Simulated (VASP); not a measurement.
Crystal: TiC.

```
CELL_PARAMETERS angstrom
0.00000 2.15930 2.15930
2.15930 0.00000 2.15930
2.15930 2.15930 0.00000
ATOMIC_POSITIONS crystal
Ti 0.00000 0.00000 0.00000
C 0.50000 0.50000 0.50000
```

| Property | Result |
| --- | --- |
| Program | VASP 6.6.1 |
| Task | relaxation of cell and atoms |
| Functional | PBEsol |
| Potentials or basis | VASP PAW PBE potentials, release 64 (Ti_sv, C) |
| Cutoff | 600 eV |
| k mesh | 14 × 14 × 14 |
| Occupations | methfessel-paxton, width 0.1 eV |
| Spin | no spin polarisation |

At the start: pressure -4.4 GPa; volume 10.07 Å³/atom.

Where does the relaxation end?

Over 3 steps the energy falls by 2.4 meV/atom and the volume is 9.90 Å³/atom (-1.7 %); space group Fm-3m (No. 225, to 0.05 Å).

Step by step:
```csv
step,energy change (eV),largest force (eV/Å),pressure (GPa),volume (Å³)
1,0.0000,0.0000,-4.41,20.14
2,0.0042,0.0000,6.42,19.34
3,-0.0048,0.0000,-0.02,19.80
```

Final structure:
```
Ti C
1.0
     0.00000    2.14711    2.14711
     2.14711    0.00000    2.14711
     2.14711    2.14711    0.00000
Ti C
1 1
Direct
  0.00000 0.00000 0.00000
  0.50000 0.50000 0.50000
```

Caveat: the PAW data sets were made with another functional, which shifts forces and pressure a little.
